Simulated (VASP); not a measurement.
Data:

```
C
1.0
    0.00000     1.78159     1.78159
    1.78159     0.00000     1.78159
    1.78159     1.78159     0.00000
C
2
Cartesian
  0.00000   0.00000   0.00000
  0.89080   0.89080   0.89080
```

The numbers are results of r2SCAN meta-GGA, VASP's PBE PAW potentials (set 64) (plane waves; VASP 6.6.1), not measurements. Settings: 520 eV cut-off, 13×13×13 Γ-centred mesh, Gaussian smearing of 0.050 eV, potentials C.

Question: The job: C (diamond), 2 atoms, r2SCAN, static run, 520 eV, 13×13×13 Γ-centred mesh. Roughly how much core time does it take on a busy server core?

Answer: About 20 core-seconds (one run on a shared machine, a rough figure). It had 84 irreducible k-points, 8 bands, up to 316 plane waves and 18 electronic steps.

The compound is C in the diamond structure. It was relaxed first.
